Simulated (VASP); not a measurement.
An input for Ansatz (written as the equivalent of a VASP run, and not itself run):

Ansatz 0.2 input:
```yaml
crystal:
  lattice:
    - [0.0000000, 2.2893200, 2.2893200]
    - [2.2893200, 0.0000000, 2.2893200]
    - [2.2893200, 2.2893200, 0.0000000]
  atoms:
    - { symbol: B, position: [0.0000000, 0.0000000, 0.0000000] }
    - { symbol: As, position: [0.5000000, 0.5000000, 0.5000000] }
kpoints:
  mp_grid: { grid: [12, 12, 12] }
hamiltonian:
  xc: pbesol
  pseudopotentials: { kind: paw }
scf:
  occupations: { method: methfessel_paxton, width: 0.1 }
  max_iter: 100
relax:
  max_steps: 60
  f_tol: 0.01
  cell: {}
output: { forces: true, stress: true, eigenvalues: true }
```

Q: Translate this input to VASP (INCAR, KPOINTS, POSCAR, choice of POTCAR).

A: Several could match; the one computed here: 
### INCAR
```
ISIF = 3   ! ions, shape and volume
NELM = 100   ! most electronic steps
LMAXMIX = 4   ! l cut-off of mixed one-centre charges
LCHARG = .FALSE.
IBRION = 2
ENCUT = 520   ! plane-wave cut-off (eV)
EDIFFG = -0.01   ! ionic stop
LWAVE = .FALSE.
SYSTEM = BAs
PREC = Accurate
SIGMA = 0.1
ALGO = Normal   ! blocked Davidson
GGA = PS   ! PBEsol
LREAL = .FALSE.   ! projection in real space or not
NSW = 60   ! most ionic steps
EDIFF = 1E-6
ISMEAR = 1   ! Methfessel-Paxton
LASPH = .TRUE.
```

File POSCAR:
```
BAs
1.0
  0.0000000000   2.2893199797   2.2893199797
  2.2893199797   0.0000000000   2.2893199797
  2.2893199797   2.2893199797   0.0000000000
B As
1 1
Cartesian
  0.0000000000   0.0000000000   0.0000000000
  2.2893199797   2.2893199797   2.2893199797
```

KPOINTS:
```
Automatic mesh
0
Gamma
12 12 12
0 0 0
```

POTCAR, in this order: B As (PBE.64 set). Program: vasp_std.

What does not carry over: each code has its own PAW files, so the cut-off isn't converted (ENCUT is set for VASP's; basis.ecutwfc is left out, and Ansatz then takes the one that its files recommend); Ansatz stops its SCF on the density residual and VASP on the energy change (EDIFF).

The structure was generated: BAs was put into the rock salt type (Fm-3m), which need not be its known phase. This run relaxes it. Symmetry was kept, so distortions that lower it aren't found. The start is the result of an earlier pass.
